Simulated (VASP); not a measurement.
Calculation: PBE GGA with spin-orbit coupling, VASP's PBE PAW potentials (set 64) (plane waves; VASP).

The input files of a VASP run:

POSCAR:
```
Sn
1
    0.0000000000     3.2445000000     3.2445000000
    3.2445000000     0.0000000000     3.2445000000
    3.2445000000     3.2445000000     0.0000000000
Sn
2
Direct
  0.0023650000  -0.0061870000   0.0072470000
  0.2476350000   0.2561870000   0.2427530000
```

File KPOINTS:
```
Automatic mesh
0
Gamma
4 4 4
0 0 0
```

INCAR:
```
ALGO  =  Normal
EDIFF  =  1E-6
ENCUT  =  300
GGA  =  PE
GGA_COMPAT  =  .FALSE.
ISIF  =  2
ISMEAR  =  -1
LASPH  =  .TRUE.
LCHARG  =  .FALSE.
LMAXMIX  =  4
LNONCOLLINEAR  =  .TRUE.
LORBIT  =  11
LREAL  =  .FALSE.
LSORBIT  =  .TRUE.
LWAVE  =  .FALSE.
MAGMOM  =  6*0.0
NELM  =  100
PREC  =  Accurate
SIGMA  =  0.02
SYSTEM  =  Sn
```

POTCAR, in this order: Sn_d (PBE.64 set). Program: vasp_ncl.

### Question
What will the output report for the number of irreducible k-points (NKPTS), largest plane-wave count, number of space-group operations, FFT grid (NGX, NGY, NGZ)?

### Answer

```json
{
  "number of irreducible k-points (NKPTS)": "36",
  "largest_plane_wave_count": "1642",
  "number_of_space_group_operations": "2",
  "FFT grid (NGX, NGY, NGZ)": "28 × 28 × 28"
}
```

The structure is a typed Sn crystal. The cell was not relaxed at this level, atoms are displaced from their ideal sites. The k-mesh is coarse (spacing up to 0.42 per Å, 2π included), so the numbers may not be converged in it. The run is one of a series of settings (GGA_COMPAT = .FALSE., LNONCOLLINEAR = .TRUE., LSORBIT = .TRUE., MAGMOM = 0.0 0.0 0.0 0.0 0.0 0.0, program vasp_ncl against the base run), some of them coarse on purpose.
